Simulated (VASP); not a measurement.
Given:

```
CELL_PARAMETERS angstrom
      4.00907     0.00000     0.00000
      0.00000     4.00907     0.00000
      0.00000     0.00000     4.00907
ATOMIC_POSITIONS crystal
  Ba 0.00000 0.00000 0.00000
  Ti 0.50000 0.50000 0.50000
  O  0.50000 0.00000 0.50000
  O  0.00000 0.50000 0.50000
  O  0.50000 0.50000 0.00000
```

The numbers are results of rev-vdW-DF2, VASP's PBE PAW potentials (set 64) (plane waves; VASP), not measurements. Numerical set-up: 520 eV cut-off, 6×6×6 Γ-centred mesh, tetrahedra with Blöchl corrections, potentials Ba_sv Ti_sv O.

The cores are frozen, which limits the accuracy of field gradients.

Question: Give the principal components of the electric field gradient (V/Å²) and the asymmetry η at each nucleus.

Answer: 
```json
[
 {"atom": "Ba1", "Vxx": "0.0", "Vyy": "0.0", "Vzz": "0.0", "η": "-"},
 {"atom": "Ti2", "Vxx": "0.0", "Vyy": "0.0", "Vzz": "0.0", "η": "-"},
 {"atom": "O3", "Vxx": "-11.9", "Vyy": "-11.9", "Vzz": "23.7", "η": "0.00"},
 {"atom": "O4", "Vxx": "-11.9", "Vyy": "-11.9", "Vzz": "23.7", "η": "0.00"},
 {"atom": "O5", "Vxx": "-11.9", "Vyy": "-11.9", "Vzz": "23.7", "η": "0.00"}
]
```

The compound is BaTiO3 in the cubic perovskite structure, the ideal cubic form; the compound distorts at low or room temperature. It was relaxed first.
